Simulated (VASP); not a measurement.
## WS (relaxed from the CsCl type structure, space group Pm-3m): computed properties

These are PBE GGA, VASP's PBE PAW potentials (set 64) (plane waves; VASP) values and carry that method's errors.

```yaml
space_group: Pm-3m (221)
cell: a = b = c = 3.009 Å, α = β = γ = 90.00°
volume_per_atom: 13.63 Å³/atom
band gap (over mesh and band path): none (metal, semimetal or under 0.01 eV)
density: 13.16 g/cm³
```

```yaml
crystal:
  lattice:
    - [3.00931, 0.00000, 0.00000]
    - [0.00000, 3.00931, 0.00000]
    - [0.00000, 0.00000, 3.00931]
  atoms:
    - { symbol: W, position: [0.00000, 0.00000, 0.00000] }
    - { symbol: S, position: [0.50000, 0.50000, 0.50000] }
```

Unless said otherwise, spin-orbit coupling is left out, though it shifts the bands of the heavy elements here.

The structure was generated: WS was put into the CsCl type type (Pm-3m), which need not be its known phase. It was relaxed first, which changed the volume by -35 %. Symmetry was kept, so distortions that lower it aren't found.
